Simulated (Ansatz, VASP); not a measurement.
## TlZn2 in VASP and in Ansatz

```
Zn Tl
1.0
     4.43149    0.00000    0.00000
    -2.21575    3.83779    0.00000
     0.00000    0.00000    3.94360
Zn Tl
2 1
Direct
  0.33333 0.66667 0.50000
  0.66667 0.33333 0.50000
  0.00000 0.00000 0.00000
```

Alike in both runs: functional PBE; k mesh 6 × 6 × 4; occupations gaussian, width 0.1 eV; no spin polarisation.

Ansatz relaxed the structure, and its values are those at the end. VASP's run is a single point on that final structure, the one shown.

```csv
,VASP,Ansatz
version,VASP 6.6.1,Ansatz 0.2.0
potentials or method,"VASP PAW PBE potentials, release 64 (Zn, Tl_d)","scalar-relativistic, plane waves, PAW"
plane-wave cutoff (eV),520,420
valence electrons in the cell,37,37
```

|  | VASP | Ansatz | Ansatz less VASP |
| --- | --- | --- | --- |
| gap on the k mesh at the Fermi level (eV) | none | none | - |
| pressure (GPa) | 0.2 | 0.1 | -0.09 |

A gap of «none» marks a metal or a gap that the smearing closes.

Caveats: the k mesh is coarse (spacing up to 0.40 Å⁻¹), so the values aren't converged. Spin-orbit coupling is left out, which matters for the levels of Tl.
